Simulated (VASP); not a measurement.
TiOs:

```
Ti Os
1.0
     3.09475    0.00000    0.00000
     0.00000    3.09475    0.00000
     0.00000    0.00000    3.09475
Ti Os
1 1
Direct
  0.50000 0.50000 0.50000
  0.00000 0.00000 0.00000
```

- Program: VASP 6.6.1
- Task: relaxation of cell and atoms
- Functional: LDA
- Potentials or basis: VASP PAW LDA potentials, release 64 (Ti_sv, Os)
- Cutoff: 600 eV
- k mesh: 14 × 14 × 14
- Occupations: gaussian, width 0.1 eV
- Spin: no spin polarisation

At the start: pressure -13.1 GPa; volume 14.82 Å³/atom.

Q: How do energy, volume and symmetry change on relaxing?

A: Over 7 steps the energy falls by 31.9 meV/atom and the volume is 14.07 Å³/atom (-5.0 %); space group Pm-3m (No. 221, to 0.05 Å).

Step by step:
| step | energy change (eV) | largest force (eV/Å) | pressure (GPa) | volume (Å³) |
| --- | --- | --- | --- | --- |
| 1 | 0.0000 | 0.0000 | -13.07 | 29.64 |
| 2 | 0.3868 | 0.0000 | 47.64 | 24.75 |
| 3 | -0.0637 | 0.0000 | -0.69 | 28.21 |
| 4 | -0.0639 | 0.0000 | -0.11 | 28.16 |
| 5 | -0.0639 | 0.0000 | 0.13 | 28.13 |
| 6 | -0.0638 | 0.0000 | -0.23 | 28.17 |
| 7 | -0.0639 | 0.0000 | -0.05 | 28.15 |

Final structure:
```yaml
crystal:
  lattice:
    - [3.04185, 0.00000, 0.00000]
    - [0.00000, 3.04185, 0.00000]
    - [0.00000, 0.00000, 3.04185]
  atoms:
    - { symbol: Ti, position: [0.50000, 0.50000, 0.50000] }
    - { symbol: Os, position: [0.00000, 0.00000, 0.00000] }
```
